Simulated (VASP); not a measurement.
These are PBEsol GGA, VASP's PBE PAW potentials (set 64) (plane waves; VASP) values and carry that method's errors.

VASP input:

### INCAR
```
ALGO = Normal
EDIFF = 1E-7
ENCUT = 520
GGA = PS
ISIF = 2
ISMEAR = 0
LASPH = .TRUE.
LCHARG = .FALSE.
LREAL = .FALSE.
LWAVE = .FALSE.
NELM = 100
PREC = Accurate
SIGMA = 0.05
SYSTEM = KCl
```

File POSCAR:
```
KCl
1
    0.0000000000     3.0612655417     3.0612655417
    3.0612655417     0.0000000000     3.0612655417
    3.0612655417     3.0612655417     0.0000000000
K Cl
1 1
Direct
  0.0000000000   0.0000000000   0.0000000000
  0.5000000000   0.5000000000   0.5000000000
```

### KPOINTS
```
kpoints
0
gamma
  7 7 7
```

POTCAR, in this order: K_sv Cl (PBE.64 set). Program: vasp_std.

Output

### OUTCAR
```
 ion  position               nearest neighbor table
   1  0.000  0.000  0.000-   2 3.06   2 3.06   2 3.06   2 3.06   2 3.06   2 3.06
   2  0.500  0.500  0.500-   1 3.06   1 3.06   1 3.06   1 3.06   1 3.06   1 3.06
  LATTYP: Found a face centered cubic cell.
 ALAT       =     6.1225310834
 Subroutine PRICEL returns:
 Original cell was already a primitive cell.
 Subroutine GETGRP returns: Found 48 space group operations
The static configuration has the point symmetry O_h .
The dynamic configuration has the point symmetry O_h .
 Subroutine INISYM returns: Found 48 space group operations
 Subroutine IBZKPT returns following result:
 Found     20 irreducible k-points:

 Following reciprocal coordinates:
            Coordinates               Weight
  0.000000  0.000000  0.000000      1.000000
  0.142857  0.000000  0.000000      8.000000
  0.285714  0.000000  0.000000      8.000000
  0.428571  0.000000  0.000000      8.000000
  0.142857  0.142857  0.000000      6.000000
  0.285714  0.142857  0.000000     24.000000
  0.428571  0.142857  0.000000     24.000000
 -0.428571  0.142857  0.000000     24.000000
 -0.285714  0.142857  0.000000     24.000000
...
```

OSZICAR:
```
       N       E                     dE             d eps       ncg     rms          rms(c)
DAV:   1     0.105204815893E+03    0.10520E+03   -0.74659E+03   480   0.122E+03
DAV:   2    -0.134921858425E+01   -0.10655E+03   -0.99035E+02   596   0.274E+02
DAV:   3    -0.706007238122E+01   -0.57109E+01   -0.56793E+01   616   0.606E+01
DAV:   4    -0.724124249389E+01   -0.18117E+00   -0.18097E+00   840   0.996E+00
DAV:   5    -0.724206387056E+01   -0.82138E-03   -0.82135E-03   616   0.744E-01    0.372E+00
DAV:   6    -0.701085629347E+01    0.23121E+00   -0.44206E-01   568   0.401E+00    0.303E+00
DAV:   7    -0.699820887414E+01    0.12647E-01   -0.10755E-01   636   0.214E+00    0.169E+00
DAV:   8    -0.700721898287E+01   -0.90101E-02   -0.16728E-02   656   0.116E+00    0.190E-01
DAV:   9    -0.700764097859E+01   -0.42200E-03   -0.81387E-04   648   0.195E-01    0.905E-02
DAV:  10    -0.700814411711E+01   -0.50314E-03   -0.46774E-04   560   0.173E-01    0.140E-02
DAV:  11    -0.700815612348E+01   -0.12006E-04   -0.15011E-05   652   0.310E-02    0.973E-03
DAV:  12    -0.700815905339E+01   -0.29299E-05   -0.57784E-06   580   0.180E-02    0.391E-03
DAV:  13    -0.700815902997E+01    0.23422E-07   -0.63352E-07   632   0.680E-03
   1 F= -.70081590E+01 E0= -.70081590E+01  d E =-.592711E-14
```

**OUTCAR**
```
------------------------ aborting loop because EDIFF is reached ----------------------------------------
  FORCE on cell =-STRESS in cart. coord.  units (eV):
  Direction    XX          YY          ZZ          XY          YZ          ZX
  --------------------------------------------------------------------------------------
  Total        0.4757799      0.4757799      0.4757799      0.0000000      0.0000000     -0.0000000
  in kB       13.2856775     13.2856775     13.2856775      0.0000000      0.0000000     -0.0000000
  external PRESSURE =      13.2856775 kB  Pullay stress =       0.0000000 kB
  volume of cell :       57.38
      direct lattice vectors                 reciprocal lattice vectors
     0.000000000  3.061265542  3.061265542    -0.163331143  0.163331143  0.163331143
     3.061265542  0.000000000  3.061265542     0.163331143 -0.163331143  0.163331143
     3.061265542  3.061265542  0.000000000     0.163331143  0.163331143 -0.163331143
  FREE ENERGIE OF THE ION-ELECTRON SYSTEM (eV)
  ---------------------------------------------------
  free  energy   TOTEN  =        -7.0081590300 eV

  energy  without entropy=       -7.0081590300  energy(sigma->0) =       -7.00815903
```
(Selected blocks of OUTCAR.)

The compound is KCl in the rock salt structure. This cell is one point of a volume scan, at 0.94 of the reference volume.
